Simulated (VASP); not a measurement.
OSZICAR of a VASP run on Hf:

OSZICAR:
```
       N       E                     dE             d eps       ncg     rms          rms(c)
DAV:   1     0.800856625292E+03    0.80086E+03   -0.97434E+04  1944   0.113E+03
DAV:   2    -0.139797322186E+03   -0.94065E+03   -0.91415E+03  1680   0.296E+02
DAV:   3    -0.213523435466E+03   -0.73726E+02   -0.70462E+02  1904   0.567E+01
DAV:   4    -0.218170774743E+03   -0.46473E+01   -0.44266E+01  1976   0.124E+01
DAV:   5    -0.218443782015E+03   -0.27301E+00   -0.26538E+00  1960   0.253E+00    0.212E+02
DAV:   6    -0.212014793682E+03    0.64290E+01   -0.18789E+02  1928   0.247E+01    0.784E+01
DAV:   7    -0.237015152469E+03   -0.25000E+02   -0.45616E+02  1816   0.293E+01    0.112E+02
DAV:   8    -0.200465107273E+03    0.36550E+02   -0.14001E+02  1920   0.179E+01    0.512E+01
DAV:   9    -0.198849095762E+03    0.16160E+01   -0.16518E+01  2016   0.755E+00    0.313E+01
DAV:  10    -0.198565006581E+03    0.28409E+00   -0.13815E+00  2048   0.270E+00    0.218E+01
DAV:  11    -0.198347233437E+03    0.21777E+00   -0.30602E-01  1968   0.123E+00    0.139E+01
DAV:  12    -0.198177153739E+03    0.17008E+00   -0.57297E-01  2000   0.175E+00    0.382E+00
DAV:  13    -0.198165973745E+03    0.11180E-01   -0.12869E-01  1984   0.880E-01    0.198E+00
DAV:  14    -0.198164428191E+03    0.15456E-02   -0.30452E-02  2016   0.419E-01    0.916E-01
DAV:  15    -0.198165617791E+03   -0.11896E-02   -0.52869E-03  2000   0.171E-01    0.550E-01
DAV:  16    -0.198166232914E+03   -0.61512E-03   -0.28853E-03  1928   0.975E-02    0.180E-01
DAV:  17    -0.198166923944E+03   -0.69103E-03   -0.62803E-04  1752   0.627E-02    0.108E-01
DAV:  18    -0.198167302490E+03   -0.37855E-03   -0.21524E-04  1832   0.327E-02    0.760E-02
DAV:  19    -0.198167538043E+03   -0.23555E-03   -0.59286E-05  1664   0.143E-02    0.462E-02
DAV:  20    -0.198167886150E+03   -0.34811E-03   -0.73943E-05  1512   0.131E-02    0.273E-02
DAV:  21    -0.198168180911E+03   -0.29476E-03   -0.96047E-05  1440   0.141E-02    0.184E-02
DAV:  22    -0.198168453199E+03   -0.27229E-03   -0.34035E-05  1424   0.858E-03    0.139E-02
DAV:  23    -0.198168651179E+03   -0.19798E-03   -0.12441E-05  1288   0.495E-03    0.125E-02
DAV:  24    -0.198168810105E+03   -0.15893E-03   -0.59625E-06  1312   0.347E-03    0.689E-03
DAV:  25    -0.198168941731E+03   -0.13163E-03   -0.60520E-06  1216   0.327E-03    0.545E-03
DAV:  26    -0.198168989117E+03   -0.47386E-04   -0.22876E-06  1184   0.174E-03    0.265E-03
DAV:  27    -0.198169010201E+03   -0.21084E-04   -0.10783E-06  1024   0.108E-03    0.266E-03
DAV:  28    -0.198169017102E+03   -0.69014E-05   -0.62795E-07  1008   0.771E-04    0.218E-03
DAV:  29    -0.198169017792E+03   -0.69026E-06   -0.10474E-07  1008   0.550E-04
   1 F= -.19816902E+03 E0= -.19811374E+03  d E =-.110551E+00
```

Problem. Which electronic solver shows in the log?

Solution. It is blocked Davidson (ALGO = Normal, or the opening steps of other solvers). The INCAR had ALGO = Normal.

Problem. Can the final energy be trusted as converged?

Solution. The run converged. It stopped with EDIFF = 1E-6, NELM = 100 (LDA (Ceperley-Alder, Perdew-Zunger), plane waves, VASP's LDA PAW potentials (set 64)). The cell holds a wide vacuum, so values per volume refer to the whole cell.

The cell is a sheet with vacuum, built from a generated structure.
